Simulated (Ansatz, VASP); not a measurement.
**YbHRh3: VASP beside Ansatz**

```xyz
5
Lattice="4.9302 0.0000 0.0000 0.0000 4.9302 0.0000 0.0000 0.0000 4.9302" Properties=species:S:1:pos:R:3 pbc="T T T"
Yb    0.0000    0.0000    0.0000
H     2.4651    2.4651    2.4651
Rh    2.4651    0.0000    0.0000
Rh    0.0000    2.4651    0.0000
Rh    0.0000    0.0000    2.4651
```

Alike in both runs: functional PBE; k mesh 8 × 8 × 8; occupations gaussian, width 0.1 eV; collinear spin.

Ansatz relaxed the structure, and its values are those at the end. VASP's run is a single point on that final structure, the one shown.

|  | VASP | Ansatz |
| --- | --- | --- |
| version | VASP 6.6.1 | Ansatz 0.2.0 |
| potentials or method | VASP PAW PBE potentials, release 64 (Yb, H, Rh_pv) | scalar-relativistic, plane waves, PAW |
| plane-wave cutoff (eV) | 520 | 420 |
| valence electrons in the cell | 70 | 76 |

|  | VASP | Ansatz | Ansatz less VASP |
| --- | --- | --- | --- |
| gap on the k mesh at the Fermi level (eV) | none | none | - |
| pressure (GPa) | 0.5 | 0.0 | -0.47 |
| net moment per atom (μB) | 0.76 | 0.75 | -0.001 |
| size of the moment on the site where the two differ most (μB) | 0.21 | 0.48 | +0.270 |

Site moments also hang on the region over which each program counts them. A gap of «none» marks a metal or a gap that the smearing closes. The two sets of potentials don't hold the same shells in valence.

Caveats: spin-orbit coupling is left out, which moves the levels of the heavy elements; without U or exact exchange the open f shell lies at the Fermi level, which spoils levels, moments and volumes. The state reached can hang on the start; a lower one may exist.
